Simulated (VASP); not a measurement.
A run of VASP 6.6.1 is set up as follows.

Contents of INCAR:

```
ALGO     = Fast           # electronic algorithm
EDIFF    = 1E-6           # SCF threshold, eV
ENCUT    = 520            # plane-wave cutoff, eV
GGA      = PE             # functional
ISIF     = 2              # what is computed and relaxed
ISMEAR   = -1             # smearing method
IVDW     = 12             # dispersion correction
LASPH    = T              # aspherical terms in the spheres
LCHARG   = T              # write CHGCAR
LELF     = T              # ELF
LREAL    = Auto         
LVHAR    = T            
LWAVE    = F              # write WAVECAR
NBANDS   = 60             # bands
NELM     = 100            # most SCF steps
PREC     = Accurate       # precision mode
SIGMA    = 0.02           # smearing width, eV
```

Contents of KPOINTS:

```
k-points
0
Gamma
  1 1 1
```

File POSCAR:

```
AgH16O8F
1.0
    6.5731380000      0.0000000000      0.0000000000
    0.0000000000      6.5731380000      0.0000000000
    0.0000000000      0.0000000000      6.5731380000
O H Ag F
8 16 1 1
Direct
    0.4003110843      0.5718273373      0.9198194226
    0.2513715671      0.9854349627      0.6254851184
    0.7469948143      0.2467923235      0.2406917366
   -0.0538707692      0.4271780084      0.6916483421
    0.7226228934      0.6340046413      0.1250087858
    0.0646418803      0.8076203482      0.0521212243
    0.1898940810      0.3113733501      0.3253392824
    0.6188520612      0.7456712456      0.5367907992
    0.4058487742      0.5037928612      0.7886035559
    0.2808247750      0.6477727989      0.9262242783
    0.2581415452      1.1089984723      0.5463752625
    0.3723944332      0.8933328343      0.5978727360
    0.6750961261      0.2737657417      0.3752849856
    0.6838286371      0.1145115164      0.2254478759
   -0.2031754088      0.3774300798      0.6673829151
    0.0290576586      0.3571049322      0.5881361383
    0.7571573881      0.4968859622      0.1192428943
    0.6085677800      0.6410788880      0.0216030760
    0.0212683805      0.9588266670      0.0555898872
   -0.0740742093      0.7476185651      0.0919652075
    0.2738874492      0.3575461218      0.2116036511
    0.0686582269      0.2340738929      0.2714532998
    0.5822941797      0.6040189632      0.5810466782
    0.6447148987      0.7141337973      0.3933433316
    0.9792583086      0.7770717730      0.6006415809
    0.5253807238      0.3871666775      0.5975228270
```

Potentials or basis: VASP PAW PBE potentials, release 64 (O, H, Ag, F).

Launch:

```sh
$ cat potpaw_PBE.64/O/POTCAR potpaw_PBE.64/H/POTCAR potpaw_PBE.64/Ag/POTCAR potpaw_PBE.64/F/POTCAR > POTCAR
$ mpirun -np 1 vasp_gam > vasp.out
```

(1) Predict the largest force.

(2) What does it give for the dispersion energy per atom?

(3) Predict the band gap on the k mesh.

## Answers

(1) 2.969 eV/Å.

(2) -0.044 eV.

(3) 3.17 eV, direct.
